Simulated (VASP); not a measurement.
A convergence study with VASP on GaN (wurtzite): one setting is varied, all else stays as given below, so the limit is that of these other settings. Each run relaxes cell and ions from the cell shown.

```
GaN
1.0
    1.59500    -2.76262     0.00000
    1.59500     2.76262     0.00000
    0.00000     0.00000     5.19000
Ga N
2 2
Cartesian
  1.59500  -0.92088   2.59500
  1.59500   0.92088   0.00000
  1.59500  -0.92088   4.55163
  1.59500   0.92088   1.95663
```

These are PBEsol GGA, VASP's PBE PAW potentials (set 64) (plane waves; VASP) values and carry that method's errors. The tightest run used: 700 eV cut-off, 12×12×7 Γ-centred mesh, Gaussian smearing of 0.050 eV, potentials Ga_d N.

### Question
The settings run are 2×2×1 mesh; 3×3×2 mesh; 4×4×2 mesh; 5×5×3 mesh; 6×6×3 mesh; 8×8×4 mesh; 9×9×5 mesh; 10×10×6 mesh; 11×11×6 mesh; 12×12×7 mesh. From which on does the relaxed volume stay within 0.05 Å³/atom of the tightest run?

### Answer
From 3×3×2 mesh on: it is off by 0.007 there and by no more than 0.05 in any finer run, while 2×2×1 mesh is off by 0.181.
```
setting       relaxed volume (Å³/atom)  E (eV/atom)  irreducible k-points  difference judged (Å³/atom)
------------  ------------------------  -----------  --------------------  ---------------------------
2×2×1 mesh                      11.170      -6.2989                     2                        0.181
3×3×2 mesh                      11.358      -6.4927                     6                        0.007
4×4×2 mesh                      11.344      -6.5529                     8                        0.006
5×5×3 mesh                      11.348      -6.5651                    10                        0.003
6×6×3 mesh                      11.349      -6.5681                    14                        0.002
8×8×4 mesh                      11.350      -6.5699                    30                        0.001
9×9×5 mesh                      11.350      -6.5700                    36                        0.000
10×10×6 mesh                    11.350      -6.5701                    56                        0.000
11×11×6 mesh                    11.350      -6.5701                    64                        0.000
12×12×7 mesh                    11.351      -6.5701                    76                        0.000
```

Left out are rungs that failed or repeat a setting and relaxations that didn't move; long series are thinned to 24 rows.

The compound is GaN in the wurtzite structure.
